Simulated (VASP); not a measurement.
## Zn$_{4}$S$_{3}$Te (ordered alloy cell): computed properties

Calculation: PBEsol GGA, VASP's PBE PAW potentials (set 64) (plane waves; VASP).

```
Quantity                                                                                                               Value
---------------------------------------------  -----------------------------------------------------------------------------
space group                                                                                                        Amm2 (38)
cell                                           a = 3.9233 Å, b = 7.8465 Å, c = 11.0561 Å, α = 90.00°, β = 90.00°, γ = 90.00°
volume per atom                                                                                                21.27 Å³/atom
band gap (over mesh and band path)                                                                                   0.65 eV
smallest direct gap (over mesh and band path)                                                                        0.65 eV
band-edge character                                                                                           direct, Γ to Γ
density                                                                                                           4.74 g/cm³
```

Space group Amm2 (No. 38); a = 3.923 Å, b = 7.846 Å, c = 11.056 Å, α = β = γ = 90.00°

| atom | site | symmetry | x | y | z |
|---|---|---|---|---|---|
| Zn | 2a | mm2 | 0.0000 | 0.0000 | 0.0177 |
| Zn | 4e | m.. | 0.5000 | 0.2325 | 0.2420 |
| Zn | 2a | mm2 | 0.0000 | 0.0000 | 0.4987 |
| Te | 2b | mm2 | 0.5000 | 0.5000 | 0.3734 |
| S | 4d | m.. | 0.0000 | 0.2518 | 0.1253 |
| S | 2b | mm2 | 0.5000 | 0.5000 | 0.8755 |
(The calculation used a cell of 8 atoms; values per cell refer to that cell.)

Unless said otherwise, spin-orbit coupling is left out, though it shifts the bands of the heavy elements here.

The structure was generated: Zn4S3Te was put into an ordered model structure (Amm2), which need not be its known phase. It was relaxed first. Symmetry was kept, so distortions that lower it aren't found.
